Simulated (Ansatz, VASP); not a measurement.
# Cross-check of SiC between VASP and Ansatz

One calculation is typed for both programs; each brings its own data sets. How far apart do they land? The cell is taken from a series of runs on this material, whose earlier steps may have relaxed, scaled, displaced or heated it; both programs get it as it stands.

Calculated with Ansatz 0.2.0; plane waves, with VASP 6.6.1 beside it; zone-centre phonons at LDA.

## Step 1: Starting point

It takes space group P6_3mc (No. 186, hexagonal). Conventional cell: a = 3.048 Å, b = 3.048 Å, c = 9.978 Å, α = 90.00°, β = 90.00°, γ = 120.00°. C has 4 Si at 1.87 to 1.88 Å nearest. Nearest to C lie 4 Si at 1.87 Å. Si has 4 C at 1.87 to 1.88 Å nearest. Nearest to Si lie 4 C at 1.87 Å. Farther neighbours are not listed.

Coordinates:

```cif
data_structure
_symmetry_space_group_name_H-M 'P6_3mc'
_symmetry_Int_Tables_number 186
_cell_length_a 3.0483
_cell_length_b 3.0483
_cell_length_c 9.9784
_cell_angle_alpha 90.000
_cell_angle_beta 90.000
_cell_angle_gamma 120.000
_cell_volume 80.30
loop_
_atom_site_label
_atom_site_type_symbol
_atom_site_symmetry_multiplicity
_atom_site_Wyckoff_symbol
_atom_site_fract_x
_atom_site_fract_y
_atom_site_fract_z
_atom_site_occupancy
C1 C 2 b 0.66667 0.33333 0.74981 1
C2 C 2 a 0.00000 0.00000 0.50045 1
Si1 Si 2 b 0.66667 0.33333 0.93784 1
Si2 Si 2 a 0.00000 0.00000 0.68791 1
```

## Step 2: VASP: zone-centre phonons, LDA

Second derivatives magnify differences that forces hide, and they need a tight electronic threshold.

Lines of VASP's logs that name or quote its potential files are left out, and so is its time.

Input file INCAR:

```
SYSTEM = SiC
PREC = Accurate
ENCUT = 600
EDIFF = 1E-08
NELM = 120
ISMEAR = 0
SIGMA = 0.01
LREAL = .FALSE.
ALGO = Normal
GGA = PW92
NBANDS = 24
LORBIT = 11
LWAVE = .FALSE.
LCHARG = .FALSE.
ISIF = 2
IBRION = 8
LEPSILON = .TRUE.
LASPH = .TRUE.
GGA_COMPAT = .FALSE.
EFERMI = MIDGAP
KPAR = 2
```

Input file POSCAR:

```
SiC
1.0
    3.0483247959      0.0000000000      0.0000000000
   -1.5241623980      2.6399267122      0.0000000000
    0.0000000000      0.0000000000      9.9783681532
C Si
4 4
Direct
    0.6666666666      0.3333333332      0.7498092508
    0.3333333332      0.6666666666      0.2498092508
    0.9999999999      0.9999999999      0.5004470470
    0.9999999999      0.9999999999      0.0004470470
    0.6666666666      0.3333333332      0.9378354998
    0.3333333332      0.6666666666      0.4378354998
    0.9999999999      0.9999999999      0.6879072022
    0.9999999999      0.9999999999      0.1879072022
```

Input file KPOINTS:

```
Automatic mesh
0
Gamma
9 9 4
0 0 0
```

The projector-augmented-wave data sets are C and Si (LDA family, release 64).

Command:

```
> mpirun -np 2 vasp_std
```

Numbers of over 12 decimals in the logs are rounded to 6 here.

The log of the run:

```text
[banner, memory and clock lines left out]
running    2 mpi-ranks, on    1 nodes
 distrk:  each k-point on    1 cores,    2 groups
 distr:  one band on    1 cores,    1 groups

 POSCAR found type information on POSCAR C Si
 POSCAR found :  2 types and       8 ions
|                                                                             |
|               ----> ADVICE to this user running VASP <----                  |
|                                                                             |
|     You enforced a specific xc type in the INCAR file but a different       |
|     [... a line on the potential file left out ...]
|     I HOPE YOU KNOW WHAT YOU ARE DOING!                                     |
|                                                                             |

 LDA part: xc-table for (Slater(with rela. corr.)+PW92), standard interpolation
 POSCAR, INCAR and KPOINTS ok, starting setup
 FFT: planning ... GRIDC
 FFT: planning ... GRID_SOFT
 FFT: planning ... GRID
 WAVECAR not read
 entering main loop
       N       E                     dE             d eps       ncg     rms          rms(c)
DAV:   1     0.807935385199E+02    0.80794E+02   -0.16182E+04  1728   0.136E+03
DAV:   2    -0.676856115842E+02   -0.14848E+03   -0.13772E+03  2408   0.209E+02
DAV:   3    -0.750616806232E+02   -0.73761E+01   -0.73236E+01  2288   0.457E+01
DAV:   4    -0.751643387313E+02   -0.10266E+00   -0.10258E+00  2216   0.639E+00
DAV:   5    -0.751663332150E+02   -0.19945E-02   -0.19942E-02  2280   0.848E-01    0.188E+01
DAV:   6    -0.669889668269E+02    0.81774E+01   -0.24063E+01  2224   0.222E+01    0.864E+00
DAV:   7    -0.667062075617E+02    0.28276E+00   -0.22881E+00  2376   0.713E+00    0.341E+00
DAV:   8    -0.666350751865E+02    0.71132E-01   -0.14266E-01  2072   0.186E+00    0.111E+00
DAV:   9    -0.666240883484E+02    0.10987E-01   -0.19529E-02  2232   0.756E-01    0.159E-01
DAV:  10    -0.666241788998E+02   -0.90551E-04   -0.93748E-04  2192   0.176E-01    0.847E-02
DAV:  11    -0.666241884993E+02   -0.95994E-05   -0.31495E-05  2272   0.379E-02    0.226E-02
DAV:  12    -0.666241838422E+02    0.46570E-05   -0.87096E-06  2168   0.146E-02    0.906E-03
DAV:  13    -0.666241833146E+02    0.52761E-06   -0.20749E-06  2256   0.647E-03    0.148E-03
DAV:  14    -0.666241833226E+02   -0.80377E-08   -0.70038E-08  2232   0.169E-03
   1 F= -.66624183E+02 E0= -.66624183E+02  d E =0.000000E+00
 Linear response reoptimize wavefunctions to high precision
DAV:   1    -0.666241833243E+02   -0.17044E-08   -0.18872E-09  1656   0.260E-04
DAV:   2    -0.666241833244E+02   -0.11823E-10   -0.24283E-10  1504   0.991E-05
 Linear response G [H, r] |phi>, progress :
  Direction:   1
       N       E                     dE             d eps       ncg     rms
RMM:   1    -0.151112869599E+03   -0.15111E+03    0.17595E+01  4488   0.747E+01
RMM:   2    -0.102835447300E+03    0.48277E+02   -0.15600E+01  2977   0.222E+01
RMM:   3    -0.102992655964E+03   -0.15721E+00   -0.31079E-01  3131   0.301E+00
RMM:   4    -0.102995957542E+03   -0.33016E-02   -0.11690E-02  3305   0.521E-01
RMM:   5    -0.102996005903E+03   -0.48361E-04   -0.10049E-03  3278   0.112E-01
RMM:   6    -0.102996010941E+03   -0.50380E-05   -0.34156E-04  3376   0.309E-02
RMM:   7    -0.102996008320E+03    0.26211E-05   -0.27134E-04  3339   0.126E-02
RMM:   8    -0.102996009422E+03   -0.11021E-05   -0.51164E-04  3466   0.846E-03
RMM:   9    -0.102996010907E+03   -0.14851E-05   -0.51054E-04  3373   0.740E-03
RMM:  10    -0.102996009916E+03    0.99183E-06   -0.59872E-05  3136   0.705E-03
RMM:  11    -0.102996009835E+03    0.80566E-07   -0.58436E-04  2932   0.691E-03
RMM:  12    -0.102996010935E+03   -0.10999E-05   -0.31543E-04  2901   0.689E-03
 Linear response G [H, r] |phi>, progress :
  Direction:   2
       N       E                     dE             d eps       ncg     rms
RMM:   1    -0.172470022059E+03   -0.17247E+03   -0.31077E+02  4381   0.713E+01
RMM:   2    -0.129754491355E+03    0.42716E+02   -0.12018E+01  2955   0.201E+01
RMM:   3    -0.129887641341E+03   -0.13315E+00   -0.19512E-01  3095   0.253E+00
RMM:   4    -0.129890863015E+03   -0.32217E-02   -0.27009E-03  3280   0.406E-01
RMM:   5    -0.129891241228E+03   -0.37821E-03   -0.30266E-04  3272   0.797E-02
RMM:   6    -0.129891281033E+03   -0.39805E-04   -0.44001E-04  3344   0.227E-02
RMM:   7    -0.129891292198E+03   -0.11165E-04   -0.54045E-04  3333   0.115E-02
RMM:   8    -0.129891293447E+03   -0.12495E-05   -0.49796E-04  3419   0.932E-03
RMM:   9    -0.129891295395E+03   -0.19480E-05   -0.38175E-04  3332   0.892E-03
RMM:  10    -0.129891295356E+03    0.39271E-07    0.11471E-04  3013   0.876E-03
RMM:  11    -0.129891297035E+03   -0.16790E-05   -0.42403E-04  2835   0.872E-03
 Linear response G [H, r] |phi>, progress :
  Direction:   3
       N       E                     dE             d eps       ncg     rms
[...]
RMM:   1    -0.128685264977E+00   -0.12869E+00    0.58372E-02 16566   0.172E+00
RMM:   2    -0.124460392823E+00    0.42249E-02   -0.50973E-03 12711   0.376E-01    0.214E-01
RMM:   3    -0.124423454064E+00    0.36939E-04   -0.13925E-03 12470   0.173E-01    0.108E-01
RMM:   4    -0.125507463935E+00   -0.10840E-02   -0.12342E-03 12820   0.149E-01    0.191E-02
RMM:   5    -0.125397264136E+00    0.11020E-03   -0.23001E-05 13764   0.261E-02    0.413E-03
[...]
RMM:   2    -0.151352351552E-01    0.33289E-02   -0.11724E-03 12883   0.214E-01    0.135E-01
RMM:   3    -0.150367352167E-01    0.98500E-04    0.18626E-04 13588   0.549E-02    0.776E-02
RMM:   4    -0.151151431187E-01   -0.78408E-04    0.18474E-04 13117   0.513E-02    0.820E-03
RMM:   5    -0.151206922683E-01   -0.55491E-05   -0.38470E-05 13859   0.110E-02    0.227E-03
RMM:   6    -0.151183743463E-01    0.23179E-05   -0.58743E-07 14271   0.155E-03    0.885E-04
RMM:   7    -0.151173611140E-01    0.10132E-05    0.14707E-06 14420   0.424E-04    0.121E-04
RMM:   8    -0.151172229805E-01    0.13813E-06    0.16181E-07 14443   0.153E-04    0.233E-05
RMM:   9    -0.151172546345E-01   -0.31654E-07    0.24162E-07 14801   0.825E-05    0.378E-06
RMM:  10    -0.151172641635E-01   -0.95290E-08    0.23230E-07 14932   0.608E-05    0.189E-06
RMM:  11    -0.151172633348E-01    0.82873E-09    0.28697E-07 14330   0.566E-05    0.493E-07
RMM:  12    -0.151172626936E-01    0.64119E-09    0.27896E-07 12542   0.551E-05    0.147E-07
RMM:  13    -0.151172625324E-01    0.16122E-09    0.29177E-07 11287   0.546E-05    0.686E-08
 first order change of Fermi-energy  -0.41626E+00
 force on displaced ion       5 direction 1 : -20.782  -0.000   0.000
 Born effective charge ion    5 direction 1 :   2.693   0.000   0.000
 Linear response progress:
  Degree of freedom:   6/  8
       N       E                     dE             d eps       ncg     rms          rms(c)
RMM:   1    -0.464832270733E-01   -0.46483E-01    0.45533E-02  5701   0.125E+00
RMM:   2    -0.365046355383E-01    0.99786E-02   -0.39636E-03  3430   0.391E-01    0.162E-01
RMM:   3    -0.358660165780E-01    0.63862E-03   -0.85547E-04  3712   0.119E-01    0.912E-02
RMM:   4    -0.356361101986E-01    0.22991E-03   -0.61690E-04  3841   0.828E-02    0.288E-02
RMM:   5    -0.356189968476E-01    0.17113E-04   -0.10152E-04  3831   0.273E-02    0.675E-03
RMM:   6    -0.356271467819E-01   -0.81499E-05   -0.77430E-06  3695   0.966E-03    0.281E-03
RMM:   7    -0.356266608726E-01    0.48591E-06    0.83274E-06  3773   0.321E-03    0.867E-04
RMM:   8    -0.356291468846E-01   -0.24860E-05    0.19384E-06  3820   0.108E-03    0.296E-04
RMM:   9    -0.356290808764E-01    0.66008E-07    0.31776E-06  3882   0.302E-04    0.149E-04
RMM:  10    -0.356293272320E-01   -0.24636E-06    0.23085E-06  3831   0.228E-04    0.262E-05
RMM:  11    -0.356293281700E-01   -0.93800E-09    0.20776E-06  3889   0.117E-04    0.818E-06
RMM:  12    -0.356294069380E-01   -0.78768E-07   -0.50959E-07  3941   0.764E-05    0.510E-06
RMM:  13    -0.356294475293E-01   -0.40591E-07    0.24928E-07  4067   0.698E-05    0.838E-07
RMM:  14    -0.356294155344E-01    0.31995E-07    0.26915E-07  3828   0.674E-05    0.403E-07
RMM:  15    -0.356293977801E-01    0.17754E-07    0.49493E-07  3284   0.667E-05    0.207E-07
RMM:  16    -0.356294110961E-01   -0.13316E-07    0.40630E-07  3125   0.665E-05    0.406E-08
 first order change of Fermi-energy  -0.35283E+00
 force on displaced ion       5 direction 3 :  -0.000   0.000 -31.736
 Born effective charge ion    5 direction 3 :   0.000   0.000   2.655
 Linear response progress:
  Degree of freedom:   7/  8
       N       E                     dE             d eps       ncg     rms          rms(c)
RMM:   1    -0.186343324876E-01   -0.18634E-01   -0.43373E-03 18942   0.811E-01
RMM:   2    -0.152557090311E-01    0.33786E-02   -0.18355E-03 12923   0.217E-01    0.134E-01
RMM:   3    -0.151586687192E-01    0.97040E-04   -0.40367E-04 13562   0.555E-02    0.775E-02
RMM:   4    -0.152352607060E-01   -0.76592E-04   -0.38601E-04 13150   0.514E-02    0.812E-03
RMM:   5    -0.151786353804E-01    0.56625E-04    0.17728E-05 13879   0.110E-02    0.230E-03
RMM:   6    -0.151820058132E-01   -0.33704E-05   -0.19188E-06 14302   0.159E-03    0.879E-04
RMM:   7    -0.151813127345E-01    0.69308E-06   -0.16339E-06 14434   0.434E-04    0.136E-04
RMM:   8    -0.151809076339E-01    0.40510E-06   -0.43788E-07 14474   0.168E-04    0.237E-05
RMM:   9    -0.151809816636E-01   -0.74030E-07   -0.70544E-07 14802   0.932E-05    0.400E-06
RMM:  10    -0.151809745321E-01    0.71315E-08   -0.65947E-07 14916   0.715E-05    0.206E-06
RMM:  11    -0.151809782533E-01   -0.37212E-08   -0.61001E-07 14489   0.671E-05    0.576E-07
RMM:  12    -0.151809766926E-01    0.15607E-08   -0.56723E-07 12801   0.654E-05    0.160E-07
RMM:  13    -0.151809780936E-01   -0.14010E-08   -0.58951E-07 11486   0.648E-05    0.734E-08
 first order change of Fermi-energy   0.43550E+00
 force on displaced ion       7 direction 1 : -21.009  -0.001   0.000
 Born effective charge ion    7 direction 1 :   2.703  -0.000  -0.000
 Linear response progress:
  Degree of freedom:   8/  8
       N       E                     dE             d eps       ncg     rms          rms(c)
RMM:   1    -0.484937625196E-01   -0.48494E-01    0.26880E-02  5742   0.126E+00
RMM:   2    -0.365904678132E-01    0.11903E-01   -0.53179E-03  3455   0.399E-01    0.163E-01
RMM:   3    -0.357311713992E-01    0.85930E-03   -0.28898E-04  3726   0.122E-01    0.919E-02
RMM:   4    -0.354605118863E-01    0.27066E-03    0.22468E-04  3835   0.841E-02    0.297E-02
RMM:   5    -0.355277504944E-01   -0.67239E-04   -0.93211E-05  3840   0.284E-02    0.718E-03
RMM:   6    -0.355452335291E-01   -0.17483E-04   -0.77637E-05  3702   0.101E-02    0.297E-03
RMM:   7    -0.355414732398E-01    0.37603E-05   -0.25970E-05  3780   0.344E-03    0.936E-04
RMM:   8    -0.355410615223E-01    0.41172E-06   -0.22735E-06  3812   0.113E-03    0.344E-04
RMM:   9    -0.355401602400E-01    0.90128E-06    0.62307E-06  3867   0.321E-04    0.161E-04
RMM:  10    -0.355402290423E-01   -0.68802E-07    0.81499E-06  3834   0.238E-04    0.295E-05
RMM:  11    -0.355402665371E-01   -0.37495E-07    0.81089E-06  3871   0.118E-04    0.820E-06
RMM:  12    -0.355401472410E-01    0.11930E-06    0.98777E-06  3941   0.711E-05    0.485E-06
RMM:  13    -0.355403841393E-01   -0.23690E-06    0.64080E-06  3998   0.621E-05    0.122E-06
RMM:  14    -0.355404229207E-01   -0.38781E-07    0.56610E-06  3930   0.603E-05    0.296E-07
RMM:  15    -0.355403892595E-01    0.33661E-07    0.61352E-06  3375   0.593E-05    0.144E-07
RMM:  16    -0.355403952649E-01   -0.60055E-08    0.61982E-06  3124   0.591E-05    0.341E-08
 first order change of Fermi-energy  -0.13130E+00
 force on displaced ion       7 direction 3 :   0.000  -0.000 -31.880
 Born effective charge ion    7 direction 3 :   0.000   0.000   2.941
 Born effective charges drift removed
 Linear response finished
```

(Continued in part 2 of 3.)

[Lines on the potential files, build, host, timing and source positions are cut from VASP's logs without a mark.]

[Logs are printed without paths, hosts, clocks, repeated set-up lines and the standing remarks that a program may print on its own settings, such as how far it seeks lower states.]

[Hosts, paths, dates, database ids (printed as entryN), source tags and the programs' standing remarks are cut or masked in the printed files.]
